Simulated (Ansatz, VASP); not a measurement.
## Two plane-wave programs on BRu5

File INCAR:

```
ALGO = Normal
EDIFF = 1E-7
ENCUT = 520
GGA = PE
ISIF = 2
ISMEAR = 0
LASPH = True
LCHARG = False
LREAL = False
LWAVE = False
NBANDS = 46
NELM = 60
PREC = Accurate
SIGMA = 0.1
```

The input KPOINTS:

```
k-points
0
Gamma
  6 6 4
```

File POSCAR:

```
BRu5
1.0
    4.0356864000      0.0000000000      0.0000000000
   -2.0178432000      3.4950069400      0.0000000000
    0.0000000000      0.0000000000      5.4782456200
B Ru
1 5
Direct
    0.0000000000      0.0000000000      0.5000000000
    0.6666666700      0.3333333300      0.7959949400
    0.0000000000      0.0000000000      0.0000000000
    0.6666666700      0.3333333300      0.2040050600
    0.3333333300      0.6666666700      0.2040050600
    0.3333333300      0.6666666700      0.7959949400
```

Input for Ansatz:

```yaml
crystal:
  lattice:
    - [4.0356864, 0.0, 0.0]
    - [-2.0178432, 3.49500694, 0.0]
    - [0.0, 0.0, 5.47824562]
  atoms:
    - { symbol: B, position: [0.0, 0.0, 0.5] }
    - { symbol: Ru, position: [0.66666667, 0.33333333, 0.79599494] }
    - { symbol: Ru, position: [0.0, 0.0, 0.0] }
    - { symbol: Ru, position: [0.66666667, 0.33333333, 0.20400506] }
    - { symbol: Ru, position: [0.33333333, 0.66666667, 0.20400506] }
    - { symbol: Ru, position: [0.33333333, 0.66666667, 0.79599494] }
basis:
  ecutwfc: 420
kpoints:
  mp_grid: { grid: [6, 6, 4] }
hamiltonian:
  xc: pbe
scf:
  occupations: { method: gaussian, width: 0.1 }
  lower_state_search: "off"
output:
  forces: true
  stress: true
  eigenvalues: true
```

Change from the starting cell: species swapped into the BaSn5 type (P6/mmm, No. 191).

Alike in both runs: task single point; functional PBE; k mesh 6 × 6 × 4; occupations gaussian, width 0.1 eV; no spin polarisation.

|  | VASP | Ansatz |
| --- | --- | --- |
| version | VASP 6.6.1 | Ansatz 0.2.0 |
| potentials or method | VASP PAW PBE potentials, release 64 (B, Ru_pv) | scalar-relativistic, plane waves, PAW |
| plane-wave cutoff (eV) | 520 | 420 |
| valence electrons in the cell | 73 | 83 |

Ansatz gave:

| Property | Result |
| --- | --- |
| gap on the k mesh at the Fermi level (eV) | none |
| rms of the force components (eV/Å) | 2.710 |

Problem. Estimate VASP's values.

Solution. gap on the k mesh at the Fermi level (eV): none; rms of the force components (eV/Å): 2.780.

Atom by atom the forces differ by 0.071 eV/Å (rms over components). A gap of «none» marks a metal or a gap that the smearing closes. The functional is the same, so the differences come from potentials, cutoffs and numerics. The two sets of potentials don't hold the same shells in valence.

Caveats: forces of over 1 eV/Å show positions far from the minimum, so gaps and moduli don't describe the material at rest.
